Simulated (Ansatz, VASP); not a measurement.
# One calculation of Cu3Pt, two programs

The input INCAR:

```
ALGO = Normal
EDIFF = 1E-6
ENCUT = 520
ISIF = 2
ISMEAR = -1
LASPH = T
LCHARG = T
LELF = T
LREAL = F
LVHAR = T
LWAVE = F
NBANDS = 30
NELM = 60
PREC = Accurate
SIGMA = 0.05
```

Contents of KPOINTS:

```
k-points
0
Gamma
  9 9 9
```

Contents of POSCAR:

```
Cu3Pt
1.0
    3.6729000000      0.0000000000      0.0000000000
    0.0000000000      3.6729000000      0.0000000000
    0.0000000000      0.0000000000      3.7100000000
Cu Pt
3 1
Direct
    0.0000000000      0.5000000000      0.5000000000
    0.5000000000      0.0000000000      0.5000000000
    0.5000000000      0.5000000000      0.0000000000
    0.0000000000      0.0000000000      0.0000000000
```

Input for Ansatz:

```yaml
crystal:
  lattice:
    - [3.6729, 0.0, 0.0]
    - [0.0, 3.6729, 0.0]
    - [0.0, 0.0, 3.71]
  atoms:
    - { symbol: Cu, position: [0.0, 0.5, 0.5] }
    - { symbol: Cu, position: [0.5, 0.0, 0.5] }
    - { symbol: Cu, position: [0.5, 0.5, 0.0] }
    - { symbol: Pt, position: [0.0, 0.0, 0.0] }
kpoints:
  mp_grid: { grid: [9, 9, 9] }
  band_path:
    path:
      - [0.0, 0.0, 0.0]
      - [0.0, 0.5, 0.0]
      - [0.5, 0.5, 0.0]
      - [0.0, 0.0, 0.0]
      - [0.0, 0.0, 0.5]
      - [0.0, 0.5, 0.5]
      - [0.5, 0.5, 0.5]
      - [0.0, 0.0, 0.5]
      - [0.0, 0.5, 0.0]
    npoints: 5
scf:
  occupations: { method: fermi_dirac, width: 0.05 }
hamiltonian:
  xc: lda
  pseudopotentials: { kind: all_electron, lapw: { basis_error: 0.001 } }
output:
  forces: true
  stress: true
  eigenvalues: true
```

Change from the starting cell: equal xx and yy strain of -1 %.

Alike in both runs: task single point; functional LDA; k mesh 9 × 9 × 9; occupations fermi-dirac, width 0.05 eV; no spin polarisation.

|  | VASP | Ansatz |
| --- | --- | --- |
| version | VASP 6.6.1 | Ansatz 0.2.0 |
| potentials or method | VASP PAW LDA potentials, release 64 (Cu, Pt) | all-electron LAPW, scalar-relativistic |
| plane-wave cutoff (eV) | 520 | see its input |

VASP gave:

* pressure (GPa): -8.0
* largest component of the traceless stress (GPa): 0.46

Task: What did Ansatz give for the same quantities?

Result: Pressure (GPa): -8.8; largest component of the traceless stress (GPa): 0.45.

Ansatz ran all-electron here, so the differences hold the error of VASP's frozen core and of both bases.

Spin-orbit coupling is left out, which matters for the levels of Pt.
